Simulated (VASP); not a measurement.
Crystal: Ta3Si3N.

```
Ta Si N
1.0
     2.62569    1.51594    4.51064
    -2.62569    1.51594    4.51064
     0.00000   -3.03189    4.51064
Ta Si N
3 3 1
Direct
  0.50000 0.00000 0.00000
  0.00000 0.00000 0.50000
  0.00000 0.50000 0.00000
  0.00000 0.50000 0.50000
  0.50000 0.50000 0.00000
  0.50000 0.00000 0.50000
  0.00000 0.00000 0.00000
```

The cell was built by a generator and needn't be a form met in nature.

| Property | Result |
| --- | --- |
| Program | VASP 6.6.1 |
| Task | relaxation of cell and atoms |
| Functional | PBE |
| Potentials or basis | VASP PAW PBE potentials, release 64 (Ta_pv, Si, N) |
| Cutoff | 520 eV |
| k mesh | 3 × 3 × 3 |
| Occupations | gaussian, width 0.15 eV |
| Spin | no spin polarisation |

At the start: pressure 7.1 GPa; volume 15.39 Å³/atom.

Problem. How do energy, volume and symmetry change on relaxing?

Solution. Over 24 steps the energy falls by 449.3 meV/atom and the volume is 16.73 Å³/atom (+8.7 %); space group R-3m (No. 166, to 0.05 Å).

Step by step:
```tsv
step	energy change (eV)	largest force (eV/Å)	pressure (GPa)	volume (Å³)
1	0.0000	0.0000	7.08	107.73
2	-1.2097	0.0000	-6.61	117.89
3	-1.2152	0.0000	-6.98	118.32
4	-1.3739	0.0000	6.85	108.83
5	-1.4357	0.0000	1.26	112.17
6	-1.4558	0.0000	0.51	113.01
7	-1.5673	0.0000	-1.98	115.44
8	-1.9003	0.0000	-5.11	119.75
9	-2.4343	0.0000	-9.18	125.86
10	-1.1526	0.0000	-13.68	125.44
11	-2.6437	0.0000	-10.17	126.82
12	-2.7112	0.0000	-10.71	127.16
13	-2.6730	0.0000	-10.42	126.96
14	-2.6754	0.0000	-10.45	127.02
15	-2.6798	0.0000	-10.65	127.19
16	-2.6851	0.0000	-11.01	127.52
17	-2.6904	0.0000	-11.07	127.46
18	-2.7062	0.0000	-10.88	127.26
19	-2.7371	0.0000	-10.52	126.87
20	-2.7958	0.0000	-9.78	126.08
21	-2.9009	0.0000	-8.20	124.52
22	-3.0582	0.0000	-5.06	121.42
23	-3.1296	0.0000	2.74	115.34
24	-3.1452	0.0000	0.23	117.14
```

Final structure:
```yaml
crystal:
  lattice:
    - [3.43308, 1.98209, 2.86901]
    - [-3.43308, 1.98209, 2.86901]
    - [0.00000, -3.96418, 2.86901]
  atoms:
    - { symbol: Ta, position: [0.50000, 0.00000, 0.00000] }
    - { symbol: Ta, position: [0.00000, 0.00000, 0.50000] }
    - { symbol: Ta, position: [0.00000, 0.50000, 0.00000] }
    - { symbol: Si, position: [0.00000, 0.50000, 0.50000] }
    - { symbol: Si, position: [0.50000, 0.50000, 0.00000] }
    - { symbol: Si, position: [0.50000, 0.00000, 0.50000] }
    - { symbol: N, position: [0.00000, 0.00000, 0.00000] }
```

Caveat: the k mesh is coarse (spacing up to 0.49 Å⁻¹), so the values aren't converged.
